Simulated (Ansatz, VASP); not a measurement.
# Ga12Ge13O44 (amorphous 32Ga2O3-68GeO2 (mol %)): VASP beside Ansatz, part 2 of 3

Aim: how closely do two programs agree when they are given the same cell, functional and k mesh? Of the first pair: The structure shown is the start of the Ansatz relaxation below; VASP solves that cell, so the two are compared at the walk's first step.

VASP 6.6.1 and Ansatz 0.2.0.

So far: The starting structure; Ansatz: relaxation, PBE.

### Step 3. VASP: single point, PBE, start cell, pair 1

Level of this step: PBE, spin-polarised from a ferromagnetic start; plane waves and PAW (Ga_d, Ge_d, O) (VASP).

The same cell, functional, mesh and smearing now go to VASP, with its own data sets.

Lines of VASP's logs that name or quote its potential files are left out, and so is its time.

File INCAR:

```
SYSTEM = Ga12Ge13O44
PREC = Accurate
ENCUT = 520
EDIFF = 1E-06
NELM = 200
ISMEAR = -1
SIGMA = 0.01
LREAL = Auto
ALGO = Normal
GGA = PE
NELECT = 601
NBANDS = 352
ISPIN = 2
MAGMOM = -0 -0 -0 -0 -0 -0 -0 -0 0 -0 0 -0 -0 -0 0 -0 -0 0 0 -0 -0 -0 -0 -0 -0 -0 0 -0 0.43 -0 -0 0 0 -0 0 0 0 0.01 0.01 0 -0 -0 -0 -0 0 -0 -0 -0 0 0 -0 -0 -0 -0 -0 0 -0 -0 -0 -0 0 0 0 0.43 0 0 0 -0 -0
LORBIT = 11
LWAVE = .FALSE.
LCHARG = .FALSE.
ISIF = 2
LASPH = .TRUE.
GGA_COMPAT = .FALSE.
NCORE = 2
```

File POSCAR:

```
Ga12Ge13O44
1.0
   10.3277000000      0.0000000000      0.0000000000
    0.0000000000     10.3277000000      0.0000000000
    0.0000000000      0.0000000000     10.3277000000
Ga Ge O
12 13 44
Direct
    0.3167500992      0.8215575588      0.8850470095
    0.3105144417      0.6994684199      0.1566563707
    0.3048984769      0.0983374808      0.0926246889
    0.1029561277      0.6314958800      0.8934709567
    0.3381875926      0.9050417808      0.6388547305
    0.5630198398      0.9409258596      0.0813637112
    0.2472476931      0.9550238679      0.3809657523
    0.8421913882      0.4577495473      0.0437270641
    0.1115446808      0.4288563765      0.1429069396
    0.0834067605      0.8718688575      0.1263592087
    0.5089613370      0.0411224184      0.3481995023
    0.8223031265      0.7525005568      0.9946357853
    0.0119000358      0.1861885996      0.1630856822
    0.3876177658      0.4669287450      0.3140195784
    0.2324428479      0.3890508051      0.5920872992
    0.5577330867      0.5993880535      0.9485364602
    0.9099121779      0.6649302362      0.2851264076
    0.1081654192      0.6896211160      0.5546539888
    0.9218412618      0.8802347086      0.7332513532
    0.6196829885      0.2833738393      0.1701346863
    0.0343638952      0.1247615636      0.5470337055
    0.7875712889      0.1721293221      0.3741200848
    0.5947597238      0.7276934845      0.3600995381
    0.3198388799      0.3864655248      0.9080240518
    0.6164199192      0.7695130571      0.6899890586
    0.7041935765      0.6011987180      0.0451310553
    0.0885966866      0.0234321291      0.4225045267
    0.9304007669      0.5929006458      0.9401318783
    0.2417285552      0.6727732215      0.7931388402
    0.2205524947      0.8315307377      0.2481965975
    0.7579035022      0.8637934874      0.6765204257
    0.9754737260      0.0339572218      0.6819524192
    0.9759094474      0.3165758107      0.0494204905
    0.1765059016      0.7537689902      0.0243810335
    0.4336589947      0.7063431355      0.0155697784
    0.8783659479      0.1079233518      0.2359383018
    0.2505882239      0.5339911113      0.2251711417
    0.3234311609      0.3876274485      0.7366015667
    0.1831966459      0.4763596929      0.9758707166
    0.1290800469      0.2810887226      0.2461729136
    0.9975309120      0.7332416705      0.6779340996
    0.9489431335      0.5188473716      0.1996378671
    0.6632841775      0.0729494466      0.4329231097
    0.5801969461      0.1124161236      0.1645865004
    0.5561160762      0.8707747127      0.2688013788
    0.3921976820      0.9551691083      0.0212825702
    0.1109153054      0.0507954336      0.0996930585
    0.6259186460      0.6296271193      0.7913765892
    0.8996485181      0.2185869071      0.4939434724
    0.1214403982      0.5176176690      0.5683453237
    0.9397058396      0.8597558024      0.9016528365
    0.4757593656      0.8478364011      0.7457613990
    0.7070402897      0.3364253416      0.0366974254
    0.0148145279      0.7098289067      0.4071961811
    0.9215410982      0.7915605604      0.1615848640
    0.1546326869      0.2370421294      0.5983907356
    0.2397532849      0.7938069464      0.5220232966
    0.3562555070      0.4027518228      0.4678776494
    0.7140892938      0.3154042042      0.3119958945
    0.6798900046      0.8613921783      0.9842365677
    0.3935629424      0.9871704252      0.4884824307
    0.4651761767      0.3546578619      0.2136196830
    0.3432322782      0.0773647569      0.2690434463
    0.2446914608      0.9493110760      0.7799800536
    0.4763984237      0.4484638400      0.9466483341
    0.3032814663      0.2374875335      0.9850886451
    0.4627167714      0.6275356565      0.2965229432
    0.7455096488      0.6531560754      0.3308287421
    0.5684324680      0.7255632910      0.5274746555
```

File KPOINTS:

```
Automatic mesh
0
Gamma
1 1 1
0 0 0
```

PAW data sets: Ga_d, Ge_d and O (PBE family, release 64).

Command:

```console
> mpirun -np 8 vasp_gam
```

Numbers of over 12 decimals in the logs are rounded to 6 here.

Output:

```text
[banner, memory and clock lines left out]
running    8 mpi-ranks, on    1 nodes
[...]
LDA part: xc-table for (Slater+PW92), standard interpolation
 POSCAR, INCAR and KPOINTS ok, starting setup
[...]
entering main loop
       N       E                     dE             d eps       ncg     rms          rms(c)
DAV:   1     0.176341336112E+05    0.17634E+05   -0.21441E+05  1704   0.400E+03
DAV:   2     0.446802126422E+04   -0.13166E+05   -0.12247E+05  1408   0.119E+03
DAV:   3     0.251634251610E+03   -0.42164E+04   -0.39914E+04  1808   0.403E+02
DAV:   4    -0.428167072804E+03   -0.67980E+03   -0.66523E+03  1712   0.179E+02
DAV:   5    -0.487454407444E+03   -0.59287E+02   -0.58573E+02  2024   0.567E+01BRMIX: very serious problems
 the old and the new charge density differ
 old charge density:   602.00000 new  601.00001
    0.493E+01
DAV:   6    -0.417845768583E+03    0.69609E+02   -0.28291E+02  2360   0.912E+01    0.180E+01
DAV:   7    -0.420927317809E+03   -0.30815E+01   -0.56823E+01  1904   0.192E+01    0.127E+01
DAV:   8    -0.420001348925E+03    0.92597E+00   -0.61650E+00  1920   0.116E+01    0.788E+00
DAV:   9    -0.420702585860E+03   -0.70124E+00   -0.99016E+00  1744   0.677E+00    0.952E+00
[...]
DAV:  33    -0.419973852738E+03   -0.42301E-05   -0.24289E-05  1720   0.145E-02    0.293E-02
DAV:  34    -0.419973851726E+03    0.10119E-05   -0.46051E-06  1128   0.745E-03    0.115E-02
DAV:  35    -0.419973851908E+03   -0.18178E-06   -0.18302E-06  1056   0.858E-03
   1 F= -.41997385E+03 E0= -.41996855E+03  d E =-.106010E-01  mag=    -1.0000
```

OUTCAR, selected parts (step 3):

```text
  FREE ENERGIE OF THE ION-ELECTRON SYSTEM (eV)
  ---------------------------------------------------
  free  energy   TOTEN  =      -419.9738519078 eV

  energy  without entropy=     -419.9632508802  energy(sigma->0) =     -419.96855139

 magnetization (x)
# of ion       s       p       d       tot
------------------------------------------
    1        0.006   0.006  -0.000   0.012
    2        0.000   0.000  -0.000   0.000
    3        0.000   0.000  -0.000   0.000
    4        0.004   0.004  -0.003   0.004
    5        0.003   0.004  -0.004   0.004
    6        0.001   0.001  -0.002  -0.000
    7        0.000   0.000  -0.000   0.000
    8        0.001   0.001  -0.000   0.001
    9        0.000  -0.000  -0.001  -0.000
   10        0.000   0.000  -0.000   0.000
   11        0.000   0.000  -0.000   0.000
   12        0.001   0.001   0.000   0.003
   13        0.000   0.000   0.000   0.000
[...]
--------------------------------------------------
tot          0.011  -0.810  -0.012  -0.811

[... 1 further part left out ...]
```

The run ends at a pressure of -4.01 GPa, with forces up to 1.7 eV/Å.

### Step 4. Comparison

Known differences besides the potentials themselves: VASP starts from the moments at which Ansatz ended; the cutoff is 420 eV in Ansatz and 520 eV in VASP (PREC = Accurate, projectors in real space). Total energies have different zeros and are not compared.

Forces on 7 of the 69 atoms, those with the largest forces and the largest differences (eV/Å; atoms numbered as in POSCAR):

```tsv
atom	Ansatz x, y, z	VASP x, y, z
Ga1	0.949, -0.184, 1.273	0.987, -0.180, 1.308
Ga4	-0.911, -0.402, 0.767	-0.941, -0.398, 0.737
Ga5	0.856, -0.241, -1.396	0.869, -0.231, -1.410
Ge18	-0.374, -0.320, -0.706	-0.404, -0.339, -0.719
O29	0.236, 0.580, -0.459	0.263, 0.559, -0.521
O52	-0.700, 0.192, 0.217	-0.638, 0.164, 0.216
O64	-0.587, -0.039, 0.349	-0.650, 0.021, 0.356
```

The forces differ by 24 meV/Å r.m.s., which is 9.3 % of the r.m.s. force of 0.260 eV/Å (both taken over all components). Moments aren't recorded for both runs of this pair, so they may hold unlike magnetic states. The cell carries a charge of +1 e against a uniform background, so its pressure also hangs on how the neutralising background is counted, and in a defect's cell a gap may be the spacing between its levels.

### Step 5. Ansatz: relaxation, PBE

This run makes the geometry at which the two programs are then compared.

The structure compared here is the end of the Ansatz relaxation.

File input.yaml:

```yaml
crystal:
  lattice:
    - [10.3277, 0.0, 0.0]
    - [0.0, 10.3277, 0.0]
    - [0.0, 0.0, 10.3277]
  atoms:
    - { symbol: Ga, position: [0.31675, 0.82156, 0.88505] }
    - { symbol: Ga, position: [0.31051, 0.69947, 0.15666] }
    - { symbol: Ga, position: [0.3049, 0.09834, 0.09262] }
    - { symbol: Ga, position: [0.10296, 0.6315, 0.89347] }
    - { symbol: Ga, position: [0.33819, 0.90504, 0.63885] }
    - { symbol: Ga, position: [0.56302, 0.94093, 0.08136] }
    - { symbol: Ga, position: [0.24725, 0.95502, 0.38097] }
    - { symbol: Ga, position: [0.84219, 0.45775, 0.04373] }
    - { symbol: Ga, position: [0.11154, 0.42886, 0.14291] }
    - { symbol: Ga, position: [0.08341, 0.87187, 0.12636] }
    - { symbol: Ga, position: [0.50896, 0.04112, 0.3482] }
    - { symbol: Ga, position: [0.8223, 0.7525, 0.99464] }
    - { symbol: Ge, position: [0.0119, 0.18619, 0.16309] }
    - { symbol: Ge, position: [0.38762, 0.46693, 0.31402] }
    - { symbol: Ge, position: [0.23244, 0.38905, 0.59209] }
    - { symbol: Ge, position: [0.55773, 0.59939, 0.94854] }
    - { symbol: Ge, position: [0.90991, 0.66493, 0.28513] }
    - { symbol: Ge, position: [0.10817, 0.68962, 0.55465] }
    - { symbol: Ge, position: [0.92184, 0.88023, 0.73325] }
    - { symbol: Ge, position: [0.61968, 0.28337, 0.17013] }
    - { symbol: Ge, position: [0.03436, 0.12476, 0.54703] }
    - { symbol: Ge, position: [0.78757, 0.17213, 0.37412] }
    - { symbol: Ge, position: [0.59476, 0.72769, 0.3601] }
    - { symbol: Ge, position: [0.31984, 0.38647, 0.90802] }
    - { symbol: Ge, position: [0.61642, 0.76951, 0.68999] }
    - { symbol: O, position: [0.70419, 0.6012, 0.04513] }
    - { symbol: O, position: [0.0886, 0.02343, 0.4225] }
    - { symbol: O, position: [0.9304, 0.5929, 0.94013] }
    - { symbol: O, position: [0.24173, 0.67277, 0.79314] }
    - { symbol: O, position: [0.22055, 0.83153, 0.2482] }
    - { symbol: O, position: [0.7579, 0.86379, 0.67652] }
    - { symbol: O, position: [0.97547, 0.03396, 0.68195] }
    - { symbol: O, position: [0.97591, 0.31658, 0.04942] }
    - { symbol: O, position: [0.17651, 0.75377, 0.02438] }
    - { symbol: O, position: [0.43366, 0.70634, 0.01557] }
    - { symbol: O, position: [0.87837, 0.10792, 0.23594] }
    - { symbol: O, position: [0.25059, 0.53399, 0.22517] }
    - { symbol: O, position: [0.32343, 0.38763, 0.7366] }
    - { symbol: O, position: [0.1832, 0.47636, 0.97587] }
    - { symbol: O, position: [0.12908, 0.28109, 0.24617] }
    - { symbol: O, position: [0.99753, 0.73324, 0.67793] }
    - { symbol: O, position: [0.94894, 0.51885, 0.19964] }
    - { symbol: O, position: [0.66328, 0.07295, 0.43292] }
    - { symbol: O, position: [0.5802, 0.11242, 0.16459] }
    - { symbol: O, position: [0.55612, 0.87077, 0.2688] }
    - { symbol: O, position: [0.3922, 0.95517, 0.02128] }
    - { symbol: O, position: [0.11092, 0.0508, 0.09969] }
    - { symbol: O, position: [0.62592, 0.62963, 0.79138] }
    - { symbol: O, position: [0.89965, 0.21859, 0.49394] }
    - { symbol: O, position: [0.12144, 0.51762, 0.56835] }
    - { symbol: O, position: [0.93971, 0.85976, 0.90165] }
    - { symbol: O, position: [0.47576, 0.84784, 0.74576] }
    - { symbol: O, position: [0.70704, 0.33643, 0.0367] }
    - { symbol: O, position: [0.01481, 0.70983, 0.4072] }
    - { symbol: O, position: [0.92154, 0.79156, 0.16158] }
    - { symbol: O, position: [0.15463, 0.23704, 0.59839] }
    - { symbol: O, position: [0.23975, 0.79381, 0.52202] }
    - { symbol: O, position: [0.35626, 0.40275, 0.46788] }
    - { symbol: O, position: [0.71409, 0.3154, 0.312] }
    - { symbol: O, position: [0.67989, 0.86139, 0.98424] }
    - { symbol: O, position: [0.39356, 0.98717, 0.48848] }
    - { symbol: O, position: [0.46518, 0.35466, 0.21362] }
    - { symbol: O, position: [0.34323, 0.07736, 0.26904] }
    - { symbol: O, position: [0.24469, 0.94931, 0.77998] }
    - { symbol: O, position: [0.4764, 0.44846, 0.94665] }
    - { symbol: O, position: [0.30328, 0.23749, 0.98509] }
    - { symbol: O, position: [0.46272, 0.62754, 0.29652] }
    - { symbol: O, position: [0.74551, 0.65316, 0.33083] }
    - { symbol: O, position: [0.56843, 0.72556, 0.52747] }
total_charge: 1
kpoints:
  mp_grid: { grid: [1, 1, 1] }
hamiltonian:
  xc: pbe
  pseudopotentials: { kind: paw, azcp: { folder: soft_1 } }
scf:
  occupations: { method: fermi_dirac, width: 0.01 }
  lower_state_search: "off"
output:
  forces: true
magnetization:
  spin_polarized: true
  initial_magnetization: 1
relax:
  f_tol: 0.05
  max_steps: 90
```

Command:

```console
> ansatz run input.yaml --threads 4 --pin off --max-ram 8192MiB --backend cpu --events-out ev --progress --plain --runs-dir out
```

Output:

```text
[...]
Crystal: 69 atoms, lattice volume = 1101.567 Å³
Basis set: ecut = 420 eV, 21559 PW (Γ), exchange–correlation on 144×144×144 points (8 copies of the dense FFT grid, shifted against one another)
Bands: 370, of which v1, the nominal top of the filled ones, is band 301 counted from 1 (300 counted from 0)
Symmetry: 1 space group operations
[...]
k-points: 1
[...]
Starting moments: Σ|m| = 1 μB on 69 of 69 sites
[...]
- { symbol: O, position: [0.086536, 0.017076, 0.426135] }
    - { symbol: O, position: [0.929592, 0.596072, 0.940501] }
    - { symbol: O, position: [0.248302, 0.686411, 0.794191] }
    - { symbol: O, position: [0.219332, 0.835240, 0.248273] }
    - { symbol: O, position: [0.763367, 0.859964, 0.676909] }
    - { symbol: O, position: [0.981462, 0.030653, 0.686125] }
    - { symbol: O, position: [0.976449, 0.319395, 0.046332] }
[...]
- { symbol: O, position: [0.298312, 0.237509, 0.977590] }
    - { symbol: O, position: [0.458912, 0.629795, 0.298085] }
    - { symbol: O, position: [0.740587, 0.651982, 0.330386] }
    - { symbol: O, position: [0.563887, 0.735155, 0.528875] }
```

(Part 2 of 3 ends here.)

[Lines on the potential files, build, host, timing and source positions are cut from VASP's logs without a mark.]

[Logs are printed without paths, hosts, clocks, repeated set-up lines and the standing remarks that a program may print on its own settings, such as how far it seeks lower states.]

[Hosts, paths, dates, database ids (printed as entryN), source tags and the programs' standing remarks are cut or masked in the printed files.]
